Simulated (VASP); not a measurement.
Method: PBE GGA, VASP's PBE PAW potentials (set 64) (plane waves; VASP).

The input files of a VASP run:

### INCAR
```
ENCUT=530   # plane-wave cut-off (eV)
ISIF=3
NELM=100   # most electronic steps
LASPH=.True.   # aspherical one-centre terms
LCHARG=.False.
NSW=1
SIGMA=0.05   # width (eV)
PREC=Accurate
POTIM=0.015   # step
ISMEAR=0
LWAVE=.False.
EDIFF=1E-7
LREAL=.False.
IBRION=6
NFREE=2
SYSTEM=Na2S
ALGO=Normal   # blocked Davidson
GGA=PE   # PBE
```

POSCAR:
```
Na2S
6.5488820
  0.0000000000   0.5000000097   0.5000000097
  0.5000000097   0.0000000000   0.5000000097
  0.5000000097   0.5000000097   0.0000000000
Na S
2 1
Cart
  0.2500000048   0.2500000048   0.2500000048
  0.7500000145   0.7500000145   0.7500000145
  0.5000000097   0.5000000097   0.0000000000
```

File KPOINTS:
```
Automatic mesh
0
Gamma
5 5 5
0 0 0
```

POTCAR, in this order: Na_pv S (PBE.64 set). Program: vasp_std.

The run wrote:

File OUTCAR:
```


   1 f  =    6.006507 THz    37.739993 2PiTHz  200.355491 cm-1    24.840904 meV
             X         Y         Z           dx          dy          dz
      1.637221  1.637221  1.637221     0.107440    0.371288    0.240189
      4.911662  4.911662  4.911662     0.107440    0.371288    0.240189
      0.000000  0.000000  0.000000    -0.180706   -0.624476   -0.403978

   2 f  =    6.006507 THz    37.739993 2PiTHz  200.355491 cm-1    24.840904 meV
             X         Y         Z           dx          dy          dz
      1.637221  1.637221  1.637221     0.079398    0.226962   -0.386358
      4.911662  4.911662  4.911662     0.079398    0.226962   -0.386358
      0.000000  0.000000  0.000000    -0.133541   -0.381732    0.649823

   3 f  =    6.006507 THz    37.739993 2PiTHz  200.355491 cm-1    24.840904 meV
             X         Y         Z           dx          dy          dz
      1.637221  1.637221  1.637221     0.435019   -0.133124    0.011195
      4.911662  4.911662  4.911662     0.435019   -0.133124    0.011195
      0.000000  0.000000  0.000000    -0.731666    0.223904   -0.018830

   4 f  =    5.562735 THz    34.951694 2PiTHz  185.552865 cm-1    23.005613 meV
             X         Y         Z           dx          dy          dz
      1.637221  1.637221  1.637221     0.003344    0.138466   -0.693409
      4.911662  4.911662  4.911662    -0.003344   -0.138466    0.693409
      0.000000  0.000000  0.000000    -0.000000    0.000000    0.000000

   5 f  =    5.562735 THz    34.951694 2PiTHz  185.552865 cm-1    23.005613 meV
             X         Y         Z           dx          dy          dz
      1.637221  1.637221  1.637221     0.016742    0.693207    0.138506
      4.911662  4.911662  4.911662    -0.016742   -0.693207   -0.138506
      0.000000  0.000000  0.000000    -0.000000   -0.000000   -0.000000

   6 f  =    5.562735 THz    34.951694 2PiTHz  185.552865 cm-1    23.005613 meV
             X         Y         Z           dx          dy          dz
      1.637221  1.637221  1.637221     0.706901   -0.017073    0.000000
      4.911662  4.911662  4.911662    -0.706901    0.017073   -0.000000
      0.000000  0.000000  0.000000    -0.000000    0.000000    0.000000

   7 f/i=    0.020238 THz     0.127159 2PiTHz    0.675068 cm-1     0.083698 meV
             X         Y         Z           dx          dy          dz
      1.637221  1.637221  1.637221    -0.103061    0.524405   -0.085379
      4.911662  4.911662  4.911662    -0.103061    0.524405   -0.085379
      0.000000  0.000000  0.000000    -0.122551    0.623579   -0.101525

   8 f/i=    0.020238 THz     0.127159 2PiTHz    0.675068 cm-1     0.083698 meV
             X         Y         Z           dx          dy          dz
      1.637221  1.637221  1.637221     0.345262   -0.000002   -0.416780
      4.911662  4.911662  4.911662     0.345262   -0.000002   -0.416780
      0.000000  0.000000  0.000000     0.410558   -0.000003   -0.495601

   9 f/i=    0.020238 THz     0.127159 2PiTHz    0.675068 cm-1     0.083698 meV
             X         Y         Z           dx          dy          dz
      1.637221  1.637221  1.637221     0.403836    0.133832    0.334539
      4.911662  4.911662  4.911662     0.403836    0.133832    0.334539
      0.000000  0.000000  0.000000     0.480210    0.159142    0.397807

 ELASTIC MODULI CONTR FROM IONIC RELAXATION (kBar)
 Direction    XX          YY          ZZ          XY          YZ          ZX
 --------------------------------------------------------------------------------
 XX          -0.0000     -0.0000     -0.0000     -0.0000      0.0000      0.0000
 YY          -0.0000     -0.0000     -0.0000     -0.0000     -0.0000      0.0000
 ZZ          -0.0000     -0.0000     -0.0000     -0.0000     -0.0000      0.0000
 XY          -0.0000     -0.0000      0.0000    -28.2665      0.0000      0.0000
 YZ          -0.0000     -0.0000     -0.0000      0.0000    -28.2665      0.0000
 ZX           0.0000      0.0000      0.0000      0.0000      0.0000    -28.2665
 --------------------------------------------------------------------------------

 TOTAL ELASTIC MODULI (kBar)
 Direction    XX          YY          ZZ          XY          YZ          ZX
 --------------------------------------------------------------------------------
 XX         551.7158    163.6297    163.6297      0.0000     -0.0000      0.0000
 YY         163.6297    551.7158    163.6297     -0.0000     -0.0000      0.0000
 ZZ         163.6297    163.6297    551.7158     -0.0000      0.0000      0.0000
 XY           0.0000     -0.0000      0.0000    178.4125      0.0000      0.0000
 YZ          -0.0000     -0.0000      0.0000      0.0000    178.4125      0.0000
 ZX           0.0000      0.0000      0.0000      0.0000      0.0000    178.4125
 --------------------------------------------------------------------------------
```
(Selected blocks of OUTCAR.)

The compound is Na2S in the antifluorite structure. It was relaxed first.
